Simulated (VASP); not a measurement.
Output of a VASP run:

### OUTCAR
```
 ion  position               nearest neighbor table
   1  0.333  0.667  0.250-   2 2.87   2 2.87   2 2.87   2 2.87   2 2.87   2 2.87
   2  0.667  0.333  0.750-   1 2.87   1 2.87   1 2.87   1 2.87   1 2.87   1 2.87
  LATTYP: Found a hexagonal cell.
 ALAT       =     2.9384543940
 C/A-ratio  =     1.5779978895
 Subroutine PRICEL returns:
 Original cell was already a primitive cell.
 Subroutine GETGRP returns: Found 24 space group operations
The static configuration has the point symmetry D_3d.
 The point group associated with its full space group is D_6h.
The dynamic configuration has the point symmetry D_3d.
 Subroutine INISYM returns: Found 24 space group operations
 Subroutine IBZKPT returns following result:
 Found    120 irreducible k-points:

 Following reciprocal coordinates:
            Coordinates               Weight
  0.000000  0.000000  0.000000      1.000000
  0.071429 -0.000000  0.000000      6.000000
  0.142857 -0.000000  0.000000      6.000000
  0.214286 -0.000000  0.000000      6.000000
  0.285714 -0.000000  0.000000      6.000000
  0.357143 -0.000000  0.000000      6.000000
  0.428571 -0.000000  0.000000      6.000000
  0.500000 -0.000000  0.000000      3.000000
  0.071429  0.071429  0.000000      6.000000
  0.142857  0.071429  0.000000     12.000000
  0.214286  0.071429  0.000000     12.000000
  0.285714  0.071429  0.000000     12.000000
  0.357143  0.071429  0.000000     12.000000
  0.428571  0.071429  0.000000     12.000000
  0.142857  0.142857  0.000000      6.000000
  0.214286  0.142857  0.000000     12.000000
  0.285714  0.142857  0.000000     12.000000
  0.357143  0.142857  0.000000     12.000000
  0.428571  0.142857  0.000000      6.000000
  0.214286  0.214286  0.000000      6.000000
  0.285714  0.214286  0.000000     12.000000
  0.357143  0.214286  0.000000     12.000000
  0.285714  0.285714  0.000000      6.000000
  0.357143  0.285714  0.000000      6.000000
  0.000000  0.000000  0.125000      2.000000
  0.071429 -0.000000  0.125000     12.000000
  0.142857 -0.000000  0.125000     12.000000
  0.214286 -0.000000  0.125000     12.000000
  0.285714 -0.000000  0.125000     12.000000
  0.357143 -0.000000  0.125000     12.000000
  0.428571 -0.000000  0.125000     12.000000
  0.500000 -0.000000  0.125000      6.000000
  0.071429  0.071429  0.125000     12.000000
  0.142857  0.071429  0.125000     24.000000
  0.214286  0.071429  0.125000     24.000000
  0.285714  0.071429  0.125000     24.000000
  0.357143  0.071429  0.125000     24.000000
  0.428571  0.071429  0.125000     24.000000
  0.142857  0.142857  0.125000     12.000000
  0.214286  0.142857  0.125000     24.000000
   k-points           NKPTS =    120   k-points in BZ     NKDIM =    120   number of bands    NBANDS=     16
   number of dos      NEDOS =    301   number of ions     NIONS =      2
   total plane-waves  NPLWV =  20736
   dimension x,y,z NGX =    24 NGY =   24 NGZ =   36
   dimension x,y,z NGXF=    48 NGYF=   48 NGZF=   72
   ions per type =               2
   PREC   = accura    normal or accurate (medium, high low for compatibility)
   ISTART =      0    job   : 0-new  1-cont  2-samecut
   ICHARG =      2    charge: 1-file 2-atom 10-const
   ISPIN  =      1    spin polarized calculation?
   LNONCOLLINEAR =      F non collinear calculations
   LSORBIT =      F    spin-orbit coupling
   INIWAV =      1    electr: 0-lowe 1-rand  2-diag
   ENCUT  =  500.0 eV  36.75 Ry    6.06 a.u.   5.36  5.36  8.45*2*pi/ulx,y,z
   NELM   =    100;   NELMIN=  2; NELMDL= -5     # of ELM steps
   EDIFF  = 0.1E-05   stopping-criterion for ELM
   LREAL  =      F    real-space projection
   NLSPLINE    = F    spline interpolate recip. space projectors
   LMAXMIX     =    4 max onsite mixed and CHGCAR
   VOSKOWN=      0    Vosko Wilk Nusair interpolation
   EDIFFG = -.2E-01   stopping-criterion for IOM
   NSW    =     40    number of steps for IOM
...
```

### OSZICAR
```
       N       E                     dE             d eps       ncg     rms          rms(c)
DAV:   1     0.242097525238E+03    0.24210E+03   -0.13830E+04  3840   0.188E+03
DAV:   2    -0.318744972799E+01   -0.24528E+03   -0.24390E+03  3960   0.505E+02
DAV:   3    -0.331721274455E+02   -0.29985E+02   -0.29732E+02  7616   0.141E+02
DAV:   4    -0.345157793020E+02   -0.13437E+01   -0.13429E+01  3952   0.322E+01
DAV:   5    -0.345922830653E+02   -0.76504E-01   -0.76503E-01  6312   0.535E+00    0.144E+01
DAV:   6    -0.271869306650E+02    0.74054E+01   -0.20964E+01  4800   0.613E+01    0.196E+00
DAV:   7    -0.246213771647E+02    0.25656E+01   -0.30586E+00  6352   0.141E+01    0.245E+00
DAV:   8    -0.254606339206E+02   -0.83926E+00   -0.63003E-01  5184   0.516E+00    0.189E+00
DAV:   9    -0.259995276077E+02   -0.53889E+00   -0.77669E-01  3840   0.116E+01    0.192E+00
DAV:  10    -0.259019955832E+02    0.97532E-01   -0.28460E-01  4400   0.617E+00    0.372E-01
DAV:  11    -0.259073175552E+02   -0.53220E-02   -0.13211E-02  5448   0.977E-01    0.242E-01
DAV:  12    -0.259018109812E+02    0.55066E-02   -0.18137E-02  5224   0.125E+00    0.989E-02
DAV:  13    -0.259022486107E+02   -0.43763E-03   -0.25445E-03  4672   0.543E-01    0.358E-02
DAV:  14    -0.259019188791E+02    0.32973E-03   -0.46544E-04  5096   0.205E-01    0.878E-03
DAV:  15    -0.259018891128E+02    0.29766E-04   -0.10481E-04  4472   0.124E-01    0.634E-03
DAV:  16    -0.259019334651E+02   -0.44352E-04   -0.22420E-05  4864   0.470E-02    0.782E-03
DAV:  17    -0.259019322586E+02    0.12065E-05   -0.90569E-07  2936   0.916E-03    0.611E-03
DAV:  18    -0.259019280978E+02    0.41608E-05   -0.38530E-06  3088   0.226E-02    0.243E-03
DAV:  19    -0.259019309834E+02   -0.28855E-05   -0.48998E-07  2112   0.912E-03    0.208E-03
DAV:  20    -0.259019306376E+02    0.34574E-06   -0.20803E-07  2120   0.550E-03
   1 F= -.25901931E+02 E0= -.25902299E+02  d E =-.259019E+02
```

### OUTCAR
```
------------------------ aborting loop because EDIFF is reached ----------------------------------------
  FORCE on cell =-STRESS in cart. coord.  units (eV):
  Direction    XX          YY          ZZ          XY          YZ          ZX
  --------------------------------------------------------------------------------------
  Total       -0.0090982     -0.0090982     -0.0126968     -0.0000000      0.0000000      0.0000000
  in kB       -0.4204106     -0.4204106     -0.5866913     -0.0000000      0.0000000      0.0000000
  external PRESSURE =      -0.4758375 kB  Pullay stress =       0.0000000 kB
  volume of cell :       34.67
      direct lattice vectors                 reciprocal lattice vectors
     1.469227172 -2.544776168  0.000000000     0.340314969 -0.196480935  0.000000000
     1.469227172  2.544776168  0.000000000     0.340314969  0.196480935  0.000000000
     0.000000000  0.000000000  4.636874832     0.000000000  0.000000000  0.215662496
 POSITION                                       TOTAL-FORCE (eV/Angst)
 -----------------------------------------------------------------------------------
      1.46923      0.84826      1.15922        -0.000000      0.000000      0.000000
      1.46923     -0.84826      3.47766         0.000000     -0.000000      0.000000
 -----------------------------------------------------------------------------------
    total drift:                                0.000000      0.001062     -0.000020
  FREE ENERGIE OF THE ION-ELECTRON SYSTEM (eV)
  ---------------------------------------------------
  free  energy   TOTEN  =       -25.9019306376 eV

  energy  without entropy=      -25.9030351649  energy(sigma->0) =      -25.90229881

 reached required accuracy - stopping structural energy minimisation
```
(Selected blocks of OUTCAR.)

POSCAR:
```
Ti
1
    1.4692271718    -2.5447761676    -0.0000000000
    1.4692271718     2.5447761676     0.0000000000
   -0.0000000000     0.0000000000     4.6368748320
Ti
2
Direct
  0.3333330000   0.6666670000   0.2500000000
  0.6666670000   0.3333330000   0.7500000000
```

**Question.** Write an INCAR and KPOINTS that could have produced this output.

**Answer.** One answer among several that fit: the input of the run itself, r2SCAN meta-GGA, plane waves, VASP's PBE PAW potentials (set 64).

KPOINTS:
```
Automatic mesh
0
Gamma
14 14 8
0 0 0
```

**INCAR**
```
ALGO  =  Normal
EDIFF  =  1E-6
EDIFFG  =  -0.02
ENCUT  =  500
IBRION  =  2
ISIF  =  3
ISMEAR  =  1
LASPH  =  .True.
LCHARG  =  .False.
LMAXMIX  =  4
LMIXTAU  =  .True.
LREAL  =  .False.
LWAVE  =  .False.
METAGGA  =  R2SCAN
NELM  =  100
NSW  =  40
PREC  =  Accurate
SIGMA  =  0.1
SYSTEM  =  Ti
```

POTCAR, in this order: Ti_sv (PBE.64 set). Program: vasp_std.

The compound is Ti in the hcp structure. It was relaxed first.
